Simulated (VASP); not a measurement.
# ZrMnSbF (P4/nmm) in VASP: single point with r2SCAN

Aim: the single point of ZrMnSbF with r2SCAN.

All numbers are computed with VASP 6.6.1; they aren't measurements. Logs are shortened: lines on timing, memory, paths and dates and some standing lists are left out, and cuts for length are marked.

### Step 1. Starting point

Symmetry: P4/nmm, No. 129, tetragonal system. Conventional cell: a = 4.067 Å, b = 4.067 Å, c = 8.962 Å, α = 90.00°, β = 90.00°, γ = 90.00°. Around Zr (site symmetry 4mm) lie 4 F at 2.43 Å. F (site symmetry -4m2) has 4 Zr at 2.43 Å as nearest neighbours. Mn (site symmetry -4m2) has 4 Sb at 2.52 Å and 4 Mn at 2.88 Å as nearest neighbours. Sb (site symmetry 4mm) has 4 Mn at 2.52 Å as nearest neighbours.

The cell was built by a generator and needn't be a form met in nature.

### Step 2. Single point, r2SCAN

POSCAR reads:

```
ZrMnSbF
1.0
    4.0674788500      0.0000000000      0.0000000000
    0.0000000000      4.0674788500      0.0000000000
    0.0000000000      0.0000000000      8.9617795500
Zr F Mn Sb
2 2 2 2
Direct
    0.7500000000      0.7500000000      0.3507900000
    0.2500000000      0.2500000000      0.6492100000
    0.2500000000      0.7500000000      0.5000000000
    0.7500000000      0.2500000000      0.5000000000
    0.2500000000      0.7500000000      0.0000000000
    0.7500000000      0.2500000000      0.0000000000
    0.2500000000      0.2500000000      0.1660400000
    0.7500000000      0.7500000000      0.8339600000
```

INCAR.step1 reads:

```
PREC = Accurate
ENCUT = 520
ISMEAR = 1
SIGMA = 0.0101
LREAL = False
LASPH = True
NELM = 100
NBANDS = 47
GGA = PE
ALGO = Normal
EDIFF = 1E-4
LWAVE = True
LCHARG = False
```

INCAR.step2 reads:

```
PREC = Accurate
ENCUT = 520
EDIFF = 1E-7
ISMEAR = 1
SIGMA = 0.0101
LREAL = False
LASPH = True
NELM = 100
ALGO = Normal
ISIF = 2
LWAVE = False
LCHARG = False
METAGGA = R2SCAN
LMIXTAU = True
NBANDS = 47
ISTART = 1
```

KPOINTS reads:

```
Automatic mesh
0
Gamma
  6 6 3
```

Potentials or basis: VASP PAW PBE potentials, release 64 (Zr_sv, F, Mn_pv, Sb).

Started as:

```bash
cat potpaw_PBE.64/Zr_sv/POTCAR potpaw_PBE.64/F/POTCAR potpaw_PBE.64/Mn_pv/POTCAR potpaw_PBE.64/Sb/POTCAR > POTCAR
cp INCAR.step1 INCAR
mpirun -np 1 vasp_std > vasp.out
cp INCAR.step2 INCAR
mpirun -np 1 vasp_std > vasp.out
```

OUTCAR:

```text
PREC = Accurate
   ENCUT = 520
   EDIFF = 1E-7
   ISMEAR = 1
   LREAL = False
   LASPH = True
   NELM = 100
   ISIF = 2
   METAGGA = R2SCAN
   ISTART = 1

 ion  position               nearest neighbor table
   1  0.750  0.750  0.351-   3 2.43   4 2.43   4 2.43   3 2.43   7 3.32   7 3.32   7 3.32   7 3.32

   2  0.250  0.250  0.649-   3 2.43   4 2.43   3 2.43   4 2.43   8 3.32   8 3.32   8 3.32   8 3.32

   3  0.250  0.750  0.500-   1 2.43   2 2.43   2 2.43   1 2.43
   4  0.750  0.250  0.500-   1 2.43   2 2.43   1 2.43   2 2.43
   5  0.250  0.750  0.000-   7 2.52   8 2.52   7 2.52   8 2.52   6 2.88   6 2.88   6 2.88   6 2.88

   6  0.750  0.250  0.000-   7 2.52   8 2.52   8 2.52   7 2.52   5 2.88   5 2.88   5 2.88   5 2.88

   7  0.250  0.250  0.166-   5 2.52   6 2.52   5 2.52   6 2.52   1 3.32   1 3.32   1 3.32   1 3.32

   8  0.750  0.750  0.834-   5 2.52   6 2.52   6 2.52   5 2.52   2 3.32   2 3.32   2 3.32   2 3.32

  LATTYP: Found a simple tetragonal cell.
 ALAT       =     4.0674788500
 C/A-ratio  =     2.2032762506

  Lattice vectors:

 A1 = (   4.0674788500,   0.0000000000,   0.0000000000)
 A2 = (   0.0000000000,   4.0674788500,   0.0000000000)
 A3 = (   0.0000000000,   0.0000000000,   8.9617795500)

Analysis of symmetry for initial positions (statically):
=====================================================================
 Subroutine PRICEL returns:
 Original cell was already a primitive cell.

 Routine SETGRP: Setting up the symmetry group for a
 simple tetragonal supercell.

 Subroutine GETGRP returns: Found 16 space group operations
 (whereof  4 operations were pure point group operations)
 out of a pool of 16 trial point group operations.

The static configuration has the point symmetry C_2h.
 The point group associated with its full space group is D_4h.

Analysis of symmetry for dynamics (positions and initial velocities):
=====================================================================
 Subroutine PRICEL returns:
 Original cell was already a primitive cell.

 Routine SETGRP: Setting up the symmetry group for a
 simple tetragonal supercell.

 Subroutine GETGRP returns: Found 16 space group operations
 (whereof  4 operations were pure point group operations)
 out of a pool of 16 trial point group operations.

The dynamic configuration has the point symmetry C_2h.
 The point group associated with its full space group is D_4h.

 Subroutine INISYM returns: Found 16 space group operations
 (whereof  4 operations are pure point group operations),
[... 108 lines left out ...]
   NFREE  =      0    steps in history (QN), initial steepest desc. (CG)
   ISIF   =      2    stress and relaxation
   ISYM   =      2    0-nonsym 1-usesym 2-fastsym
   POTIM  = 0.5000    time-step for ionic-motion
   TEBEG  =    0.0;   TEEND  =   0.0 temperature during run
   PSTRESS=    0.0 pullay stress
   NELECT =      74.0000    total number of electrons
   NUPDOWN=      -1.0000    fix difference up-down
   EMIN   =  10.00;   EMAX   =-10.00  energy-range for DOS
   EFERMI =   0.00;   METHOD = LEGACY
   ISMEAR =     1;   SIGMA  =   0.01  broadening in eV -4-tet -1-fermi 0-gaus
   EFERMI_NEDOS =   21; number of points for ismear=-14 and -15
   IALGO  =     38    algorithm
   IMIX   =      4    mixing-type and parameters
     AMIX     =   0.40;   BMIX     =  1.00
     AMIX_MAG =   1.60;   BMIX_MAG =  1.00
  volume/ion in A,a.u.               =      18.53       125.07
  Fermi-wavevector in a.u.,A,eV,Ry     =   1.298585  2.453970 22.943825  1.686324
  Thomas-Fermi vector in A             =   2.429904
   LORBIT       =      0    0 simple, 1 ext, 2 COOP (PROOUT), +10 PAW based schemes
   METAGGA = R2SCAN    functional components
   LHFCALC =     F    Hartree Fock is set to
   AEXX    =    0.0000 exact exchange contribution
   IVDW    =     0    specifies the selected vdW correction
   LEPSILON=     F    determine dielectric tensor
   LRPA    =     F    only Hartree local field effects (RPA)
 non-spin polarized calculation
 Methfessel and Paxton  Order N= 1 SIGMA  =   0.01
  energy-cutoff  :      520.00
  volume of cell :      148.27
 maximum number of plane-waves:      4032
   NGX = 15   NGY = 15   NGZ = 33

 number of electron      74.0000020 magnetization

 Free energy of the ion-electron system (eV)
  ---------------------------------------------------
  ext. energy  EPLUGINS =         0.00000000
  ---------------------------------------------------
  free energy    TOTEN  =      -137.95111219 eV

  energy without entropy =     -137.95114839  energy(sigma->0) =     -137.95112426

 E-fermi :   8.3115     XC(G=0): -11.4386

 val. band max:        8.3057794439   @ k =   0.3333   0.3333   0.3333
 cond. band min:       8.3172166598   @ k =   0.5000   0.0000   0.0000
 fundamental gap:      0.0114372159
 Fermi energy:         8.3114632232

 k-point     1 :       0.0000    0.0000    0.0000
  band No.  band energies     occupation
      1     -44.4025      2.00000
      2     -44.3934      2.00000
      3     -41.1735      2.00000
      4     -41.1504      2.00000
      5     -41.0189      2.00000
      6     -41.0189      2.00000
[... 989 lines left out ...]
     46      10.1644      0.00000
     47      10.2278      0.00000

------------------------ aborting loop because EDIFF is reached ----------------------------------------

  FORCE on cell =-STRESS in cart. coord.  units (eV):
  Direction    XX          YY          ZZ          XY          YZ          ZX
  --------------------------------------------------------------------------------------
  -------------------------------------------------------------------------------------
  Total      -10.6679890    -10.6679890     -9.5139123      0.0000000     -0.0000000      0.0000000
  in kB     -115.2784903   -115.2784903   -102.8075158      0.0000000     -0.0000000      0.0000000
  external PRESSURE =    -111.1214988 kB  Pullay stress =       0.0000000 kB

 VOLUME and BASIS-vectors are now :
 -----------------------------------------------------------------------------
  energy-cutoff  :      520.00
  volume of cell :      148.27
      direct lattice vectors                 reciprocal lattice vectors
     4.067478850  0.000000000  0.000000000     0.245852538  0.000000000  0.000000000
     0.000000000  4.067478850  0.000000000     0.000000000  0.245852538  0.000000000
     0.000000000  0.000000000  8.961779550     0.000000000  0.000000000  0.111584981

 POSITION                                       TOTAL-FORCE (eV/Angst)
 -----------------------------------------------------------------------------------
      3.05061      3.05061      3.14370         0.000000     -0.000000     -2.626219
      1.01687      1.01687      5.81808         0.000000     -0.000000      2.626219
      1.01687      3.05061      4.48089         0.000000     -0.000000     -0.000000
      3.05061      1.01687      4.48089        -0.000000      0.000000      0.000000
      1.01687      3.05061      0.00000        -0.000000      0.000000      0.000000
      3.05061      1.01687      0.00000        -0.000000     -0.000000      0.000000
      1.01687      1.01687      1.48801         0.000000     -0.000000      1.726806
      3.05061      3.05061      7.47377         0.000000     -0.000000     -1.726806
 -----------------------------------------------------------------------------------
    total drift:                                0.000000     -0.000000     -0.000000

  FREE ENERGIE OF THE ION-ELECTRON SYSTEM (eV)
  ---------------------------------------------------
  free  energy   TOTEN  =      -137.9511121889 eV

  energy  without entropy=     -137.9511483918  energy(sigma->0) =     -137.95112426
```

Run time: 10 min. Hardware: 1 thread of Intel Xeon Platinum 8488C (Sapphire Rapids), shared host; peak memory 0.34 GiB.

What came out:

```
Free energy            : -137.9511 eV
Pressure               : -11.1 GPa
Largest force          : 2.626 eV/Å
Band gap on the k mesh : none (metal or under the smearing width)
```

Forces in eV/Å, atoms in the order of the input:
```
Zr   0.000  0.000 -2.626
Zr   0.000  0.000  2.626
F    0.000  0.000  0.000
F    0.000  0.000  0.000
Mn   0.000  0.000  0.000
Mn   0.000  0.000  0.000
Sb   0.000  0.000  1.727
Sb   0.000  0.000 -1.727
```

Caveat: the PAW data sets were made with another functional, which shifts forces and pressure a little; the run has no spin polarisation, though such a crystal can be magnetic; semilocal functionals often make such compounds metallic where correlation or magnetic order opens a gap, which also shifts bond lengths.
